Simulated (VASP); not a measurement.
Input:

```
CELL_PARAMETERS angstrom
      0.00000     3.54406     3.54406
      3.54406     0.00000     3.54406
      3.54406     3.54406     0.00000
ATOMIC_POSITIONS crystal
  Ba 0.00000 0.00000 0.00000
  Te 0.50000 0.50000 0.50000
```

Calculation: PBE GGA, VASP's PBE PAW potentials (set 64) (plane waves; VASP 6.6.1). Run with 400 eV cut-off, Gaussian smearing of 0.050 eV, potentials Ba_sv Te.

Unless said otherwise, spin-orbit coupling is left out, though it shifts the bands of the heavy elements here.

Problem. Give the energies of bands 6 to 11 at the high-symmetry points, in eV from the valence-band maximum.

Solution. 
```csv
band,Γ,X,U,L,W
6,0.00,-1.12,-1.22,-2.14,-1.21
7,0.00,-0.38,-1.04,-1.06,-0.92
8,0.00,-0.38,-0.74,-1.06,-0.92
9,2.77,1.60,2.60,4.14,3.50
10,2.95,4.37,4.91,4.66,3.50
11,2.95,4.48,5.04,4.81,4.71
```

The gap is indirect, 1.60 eV, from the valence maximum at Γ to the conduction minimum at X.

The compound is BaTe in the rock salt structure. It was relaxed first.
